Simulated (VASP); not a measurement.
```yaml
crystal:
  lattice:
    - [4.75398, 0.00000, 0.00000]
    - [-2.37699, 4.11707, 0.00000]
    - [0.00000, 0.00000, 8.36485]
  atoms:
    - { symbol: Cs, position: [0.00000, 0.00000, 0.00000] }
    - { symbol: Cs, position: [0.00000, 0.00000, 0.50000] }
    - { symbol: Cl, position: [0.33333, 0.66667, 0.25000] }
    - { symbol: Cl, position: [0.66667, 0.33333, 0.75000] }
```

The numbers are results of PBEsol GGA, VASP's PBE PAW potentials (set 64) (plane waves; VASP), not measurements. Numerical set-up: 400 eV cut-off, 6×6×3 Γ-centred mesh, tetrahedra with Blöchl corrections, potentials Cs_sv Cl.

Unless said otherwise, spin-orbit coupling is left out, though it shifts the bands of the heavy elements here.

Problem. Estimate the energy per atom (σ→0), band gap (on the k-mesh) with the smallest direct gap where there is one.

Solution. 
The band gap (on the k-mesh) is 4.81 eV, the smallest direct gap (on the k-mesh) comes out as 4.91 eV and the energy per atom (σ→0) comes out as -3.413 eV/atom.

Only differences to runs with the same potentials and settings are physical.

The structure was generated: CsCl was put into the NiAs type type (P6_3/mmc), which need not be its known phase. It was relaxed first, which changed the volume by -19 %.
